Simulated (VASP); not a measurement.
```xyz
6
Lattice="1.5687 -2.7171 0.0000 1.5687 2.7171 0.0000 0.0000 0.0000 16.1833" Properties=species:S:1:pos:R:3 pbc="T T T"
Mo     1.5687     0.9057     4.0458
Mo     1.5687    -0.9057    12.1375
S      1.5687     0.9057    13.6931
S      1.5687    -0.9057     5.6015
S      1.5687    -0.9057     2.4902
S      1.5687     0.9057    10.5818
```

Level of theory: AM05 GGA, VASP's PBE PAW potentials (set 64) (plane waves; VASP). Run with 520 eV cut-off, 9×9×2 Γ-centred mesh, tetrahedra with Blöchl corrections, potentials Mo_sv S.

The cores are frozen, which limits the accuracy of field gradients. Without a dispersion term in the relaxation, distances and binding between the weakly bound layers, chains or molecules are unreliable, and so is what depends on them.

**Question.** Give the principal components of the electric field gradient (V/Å²) and the asymmetry η at each nucleus.

**Answer.** 
| atom | Vxx | Vyy | Vzz | η |
|---|---|---|---|---|
| Mo1 | 39.6 | 39.6 | -79.2 | 0.00 |
| Mo2 | 39.6 | 39.6 | -79.2 | 0.00 |
| S3 | 28.9 | 28.9 | -57.8 | 0.00 |
| S4 | 28.9 | 28.9 | -57.8 | 0.00 |
| S5 | 28.9 | 28.9 | -57.8 | 0.00 |
| S6 | 28.9 | 28.9 | -57.8 | 0.00 |

The compound is MoS2 in the 2H layered structure. It was relaxed first, which changed the volume by +30 %.
